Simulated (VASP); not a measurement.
# Ca2C in VASP: how settings move the PBE single point

The PBE single point of Ca2C (antifluorite), under -2.8 % biaxial strain in x and y, free along z is repeated with altered inputs. Which of them can be trusted? This is a trial cell built on a prototype, not taken from a measured structure, and it needn't be the compound's ground state.

Code: VASP 6.6.1. PAW datasets, plane waves. Values at 0 K without nuclear motion; spin polarisation is off, and the phase may be a hypothetical one.

### Step 1. The system as given

The cell comes from an earlier relaxation with r2SCAN in another program, then strained, with the atoms relaxed again.

The symmetry is I4/mmm (No. 139, tetragonal); conventional cell a = 4.299 Å, c = 6.285 Å, 19.36 Å³ an atom. Near C stand 8 Ca at 2.66 Å; near Ca stand 4 C at 2.66 Å and 4 Ca at 3.04 Å.

The structure in full:

```cif
data_structure
_symmetry_space_group_name_H-M 'P 1'
_symmetry_Int_Tables_number 1
_cell_length_a 4.3722
_cell_length_b 4.3722
_cell_length_c 4.2993
_cell_angle_alpha 60.550
_cell_angle_beta 60.550
_cell_angle_gamma 58.900
_cell_volume 58.08
loop_
_atom_site_label
_atom_site_type_symbol
_atom_site_fract_x
_atom_site_fract_y
_atom_site_fract_z
_atom_site_occupancy
C1 C 0.00000 0.00000 0.00000 1
Ca1 Ca 0.25000 0.25000 0.25000 1
Ca2 Ca 0.75000 0.75000 0.75000 1
```

### Step 2. The reference run

File INCAR:

```
ENCUT = 520.000000
SIGMA = 0.020000
EDIFF = 1.00e-07
GGA = PE
PREC = Accurate
IBRION = -1
ISIF = 2
ISMEAR = -1
NBANDS = 19
NELM = 120
NSW = 0
LASPH = .TRUE.
LCHARG = .FALSE.
LWAVE = .FALSE.
LREAL = .FALSE.
```

File KPOINTS:

```
KPOINTS created by Atomic Simulation Environment
0
Gamma
8 8 8
0 0 0
```

File POSCAR:

```
C  Ca
 1.0000000000000000
     0.0000000000000000    3.0400414738000001    3.1422679096000001
     3.0400414738000001    0.0000000000000000    3.1422679096000001
     3.0400414738000001    3.0400414738000001    0.0000000000000000
 C   Ca
   1   2
Cartesian
  0.0000000000000000  0.0000000000000000  0.0000000000000000
  1.5200207369000001  1.5200207369000001  1.5711339548000001
  4.5600622107000000  4.5600622107000000  4.7134018643999998
```

A file KPOINTS_OPT adds named points for the levels; it doesn't enter the self-consistent loop.

Potentials: the recommended PBE PAW datasets, 24 valence electrons.

Command:

```sh
mpirun -np 1 vasp_std
```

### Step 3. Try 1

INCAR: that of step 2 with these lines changed.

```diff
@@ -4,3 +4,2 @@
 GGA = PE
-PREC = Accurate
 IBRION = -1
@@ -15 +14,2 @@
 LREAL = .FALSE.
+PREC = Single
```

KPOINTS is that of step 2.

POSCAR is that of step 2.

### Step 4. Try 2

File INCAR:

```
ENCUT = 520.000000
SIGMA = 0.020000
PREC = Accurate
IBRION = -1
ISIF = 2
ISMEAR = -1
NELM = 120
NSW = 0
LASPH = .TRUE.
LCHARG = .FALSE.
LWAVE = .FALSE.
LREAL = .FALSE.
METAGGA = MS2
EDIFF = 1e-08
NBANDS = 13
```

KPOINTS is that of step 2.

POSCAR is that of step 2.

### Step 5. Try 3

File INCAR:

```
ENCUT = 520.000000
SIGMA = 0.020000
EDIFF = 1.00e-07
PREC = Accurate
IBRION = -1
ISIF = 2
ISMEAR = -1
NBANDS = 19
NSW = 0
LASPH = .TRUE.
LCHARG = .FALSE.
LWAVE = .FALSE.
LREAL = .FALSE.
METAGGA = RTPSS
NELM = 97
```

KPOINTS is that of step 2.

POSCAR is that of step 2.

### Step 6. Try 4

INCAR: that of step 2 with these lines changed.

```diff
@@ -7,5 +7,3 @@
 ISIF = 2
-ISMEAR = -1
 NBANDS = 19
-NELM = 120
 NSW = 0
@@ -15 +13,3 @@
 LREAL = .FALSE.
+NELM = 54
+ISMEAR = -5
```

File KPOINTS:

```
KPOINTS created by Atomic Simulation Environment
0
Gamma
2 1 1
0 0 0
```

POSCAR is that of step 2.

Before running it: what results should come out? Wanted: for each run, changed; ending; energy change; pressure; electronic steps; usable.

As calculated:

| run | changed | ending | energy change (meV/atom) | pressure (GPa) | gap on the mesh (eV; negative: overlap) | electronic steps | time | usable |
| --- | --- | --- | --- | --- | --- | --- | --- | --- |
| ref. | – | converged | 0 | 4.2 | 0.00 | 15 | 30 s | yes |
| 1 | PREC = Single | converged | 0.0 | 4.2 | 0.00 | 15 | 27 s | yes |
| 2 | METAGGA = MS2, EDIFF = 1e-08, NBANDS = 13 | converged | – | 4.4 | 0.06 | 31 | 2.4 min | yes |
| 3 | METAGGA = RTPSS, NELM = 97 | converged | – | 4.4 | 0.00 | 26 | 3.4 min | yes |
| 4 | ISMEAR = -5, mesh 2×1×1 | refused | – | – | – | – | 0.4 s | no |

**Reading.** Of 4 altered inputs, 1 gave no result, 3 gave usable results.
